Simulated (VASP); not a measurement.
**SiF and the effect of the functional**

The cell as given:

```cif
data_structure
_symmetry_space_group_name_H-M 'Pm-3m'
_symmetry_Int_Tables_number 221
_cell_length_a 3.0286
_cell_length_b 3.0286
_cell_length_c 3.0286
_cell_angle_alpha 90.000
_cell_angle_beta 90.000
_cell_angle_gamma 90.000
_cell_volume 27.78
loop_
_atom_site_label
_atom_site_type_symbol
_atom_site_symmetry_multiplicity
_atom_site_Wyckoff_symbol
_atom_site_fract_x
_atom_site_fract_y
_atom_site_fract_z
_atom_site_occupancy
Si1 Si 1 b 0.50000 0.50000 0.50000 1
F1 F 1 a 0.00000 0.00000 0.00000 1
```

The cell comes from a database or a generator and needn't be the stable form of this composition.

Kept alike: task relaxation of cell and atoms; k mesh 9 × 9 × 9; occupations fermi-dirac, width 0.05 eV; no spin polarisation. Program: VASP, PAW files F, Si, 600 eV. The mesh is that of the run's cell of 2 atoms. No spin-orbit coupling.

| functional | volume (Å³/atom) |
| --- | --- |
| AM05 | 13.211 |
| BLYP | 15.083 |
| LDA | 12.872 |
| PBE | 13.890 |
| PBEsol | 13.236 |
| PW91 | 13.913 |
| RPBE | 14.344 |
| optB88-vdW | 14.135 |
| rev-vdW-DF2 | 13.839 |
| revPBE | 14.210 |
| vdW-DF-cx | 13.560 |

Stopped at the starting cell, within the stress tolerance: PBE. The relaxations keep at least the cell's symmetry (Pm-3m). For a metal such a mesh leaves the last digits unconverged. Relaxations stop with a little pressure left, so the last digits of a volume or edge aren't settled. Potentials were made for PBE (AM05, BLYP, PBE, PBEsol, PW91, RPBE, optB88-vdW, rev-vdW-DF2, revPBE, vdW-DF-cx); LDA (LDA).

Question: What does the functional change here?

Answer: The volume runs from 12.872 (LDA) to 15.083 Å³/atom (BLYP). From PBE: AM05 -0.679; BLYP +1.193; LDA -1.018; PBEsol -0.654; PW91 +0.023; RPBE +0.454; optB88-vdW +0.245; rev-vdW-DF2 -0.051; revPBE +0.320; vdW-DF-cx -0.330.
